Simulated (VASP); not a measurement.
Runs of VASP 6.6.1 on BAs. It takes space group F-43m (No. 216, cubic). Conventional cell: a = 4.777 Å, b = 4.777 Å, c = 4.777 Å, α = 90.00°, β = 90.00°, γ = 90.00°. B (site symmetry -43m) has 4 As at 2.07 Å as nearest neighbours. Around As (site symmetry -43m) lie 4 B at 2.07 Å. 

```csv
task,cell,gap on the mesh (eV),pressure (GPa)
relaxation of cell and atoms,relaxed,1.44,0.0
band structure,"F-43m, 15.21 Å³/atom",1.44,0.0
single point,a relaxed cell with its volume scaled by 0.91,1.31,12.8
single point,a relaxed cell with its volume scaled by 1.06,(a),-5.8
single point,a relaxed cell with its volume scaled by 1.03,1.48,-3.1
single point,a relaxed cell with its volume scaled by 0.97,1.40,3.6
single point,a relaxed cell with its volume scaled by 0.94,1.36,7.9
single point,a relaxed cell with its volume scaled by 1.09,1.53,(b)
```

Alike in all rows: level PBE; potentials or basis VASP PAW PBE potentials, release 64 (B, As); no spin polarisation; k mesh 2 × 2 × 2; cutoff (eV) 520; smearing gaussian 0.02 eV; the mesh is coarse, so values aren't converged.

Estimate the missing entries.

(a) 1.51; (b) -8.1.

Caveats: all runs use coarse meshes; the volume moved by +12 % from the deposited cell, more than functionals usually miss (some runs); the mesh misses the band edges, which the band path finds closer together (some runs).

A k mesh can miss the band edges, and the runs leave out spin-orbit coupling on As.
